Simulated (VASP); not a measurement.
Data:

```yaml
crystal:
  lattice:
    - [0.00000, 2.08526, 2.08526]
    - [2.08526, 0.00000, 2.08526]
    - [2.08526, 2.08526, 0.00000]
  atoms:
    - { symbol: Li, position: [0.00000, 0.00000, 0.00000] }
    - { symbol: F, position: [0.50000, 0.50000, 0.50000] }
```

Method: revPBE GGA, VASP's PBE PAW potentials (set 64) (plane waves; VASP 6.6.1). Numerical set-up: 520 eV cut-off, 11×11×11 Γ-centred mesh, Gaussian smearing of 0.050 eV, potentials Li_sv F.

Give the stress tensor in GPa (positive for a compressed cell).

```
-1.60   0.00   0.00
 0.00  -1.60   0.00
 0.00   0.00  -1.60
```
The pressure is its mean diagonal, -1.60 GPa.

The compound is LiF in the rock salt structure. This cell is one point of a volume scan, at 1.03 of the reference volume.
